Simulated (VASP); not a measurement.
Output of a VASP run:

File OSZICAR:
```
       N       E                     dE             d eps       ncg     rms          rms(c)
DAV:   1     0.910947014078E+03    0.91095E+03   -0.27267E+04  2162   0.309E+03
DAV:   2     0.118637508060E+03   -0.79231E+03   -0.77720E+03  2108   0.872E+02
DAV:   3    -0.307852806884E+02   -0.14942E+03   -0.14449E+03  2720   0.266E+02
DAV:   4    -0.404317489296E+02   -0.96465E+01   -0.94545E+01  2736   0.772E+01
DAV:   5    -0.408409936504E+02   -0.40924E+00   -0.40667E+00  2992   0.173E+01    0.115E+01
DAV:   6    -0.382267190079E+02    0.26143E+01   -0.95759E+00  2944   0.384E+01    0.357E+00
DAV:   7    -0.381786060406E+02    0.48113E-01   -0.12977E+00  2506   0.117E+01    0.190E+00
DAV:   8    -0.381521025728E+02    0.26503E-01   -0.15241E-01  2480   0.343E+00    0.752E-01
DAV:   9    -0.381473990472E+02    0.47035E-02   -0.22570E-02  2960   0.142E+00    0.170E-01
DAV:  10    -0.381473418615E+02    0.57186E-04   -0.50330E-03  2656   0.683E-01    0.106E-01
DAV:  11    -0.381472447551E+02    0.97106E-04   -0.14804E-03  2760   0.329E-01    0.351E-02
DAV:  12    -0.381472311502E+02    0.13605E-04   -0.14089E-04  2836   0.979E-02    0.575E-03
DAV:  13    -0.381472312466E+02   -0.96414E-07   -0.65545E-06  2232   0.241E-02
   1 F= -.38147231E+02 E0= -.38132217E+02  d E =-.300279E-01
```

File OUTCAR:
```
------------------------ aborting loop because EDIFF is reached ----------------------------------------
  FORCE on cell =-STRESS in cart. coord.  units (eV):
  Direction    XX          YY          ZZ          XY          YZ          ZX
  --------------------------------------------------------------------------------------
  Total       -4.5793491     -3.7520974     -4.0761329      0.0000000      0.0000000      0.0000000
  in kB      -66.4651789    -54.4583565    -59.1614427      0.0000000      0.0000000      0.0000000
  external PRESSURE =     -60.0283261 kB  Pullay stress =       0.0000000 kB
  volume of cell :      110.39
      direct lattice vectors                 reciprocal lattice vectors
     1.928935000 -7.546140000  0.000000000     0.259210393 -0.066259041  0.000000000
     1.928935000  7.546140000  0.000000000     0.259210393  0.066259041  0.000000000
     0.000000000  0.000000000  3.791820000     0.000000000  0.000000000  0.263725599
 POSITION                                       TOTAL-FORCE (eV/Angst)
 -----------------------------------------------------------------------------------
      1.92894     -5.98937      2.84387         0.000000     -0.011568      0.000000
      1.92894      5.98937      0.94795         0.000000      0.011568      0.000000
      1.92894     -0.83672      2.84387         0.000000     -0.176647     -0.000000
      1.92894      0.83672      0.94795         0.000000      0.176647     -0.000000
      1.92894      3.74107      2.84387         0.000000     -0.047801     -0.000000
      1.92894     -3.74107      0.94795         0.000000      0.047801     -0.000000
 -----------------------------------------------------------------------------------
    total drift:                               -0.000000      0.000000     -0.000000
  FREE ENERGIE OF THE ION-ELECTRON SYSTEM (eV)
  ---------------------------------------------------
  free  energy   TOTEN  =       -38.1472312466 eV

  energy  without entropy=      -38.1172033318  energy(sigma->0) =      -38.13221729
```
(Selected blocks of OUTCAR.)

### POSCAR
```
ScGe2
1
    1.9289350000    -7.5461400000     0.0000000000
    1.9289350000     7.5461400000     0.0000000000
    0.0000000000     0.0000000000     3.7918200000
Sc Ge
2 4
Direct
  0.8968500000   0.1031500000   0.7500000000
  0.1031500000   0.8968500000   0.2500000000
  0.5554400000   0.4445600000   0.7500000000
  0.4445600000   0.5554400000   0.2500000000
  0.2521200000   0.7478800000   0.7500000000
  0.7478800000   0.2521200000   0.2500000000
```

### Question
Write an INCAR and KPOINTS that could have produced this output.

### Answer
Several could match; the one computed here: the input of the run itself, LDA (Ceperley-Alder, Perdew-Zunger), plane waves, VASP's LDA PAW potentials (set 64).

KPOINTS:
```
Automatic mesh
0
Gamma
4 4 4
0 0 0
```

INCAR:
```
SYSTEM = ScGe2
PREC = Accurate
ENCUT = 300
EDIFF = 1E-6
NELM = 100
ALGO = Normal
LREAL = .FALSE.
LASPH = .TRUE.
ISMEAR = 0
SIGMA = 0.136
LMAXMIX = 4
LWAVE = .FALSE.
LCHARG = .FALSE.
ISIF = 2
```

POTCAR, in this order: Sc_sv Ge_d (LDA.64 set). Program: vasp_std.

At this cut-off the stress carries a Pulay error, which pulls relaxed volumes low.

The structure comes from a computed database's ScGe2 entry; how it stands against other phases isn't given here. The cell was not relaxed at this level. The k-mesh is coarse (spacing up to 0.42 per Å, 2π included), so the numbers may not be converged in it.
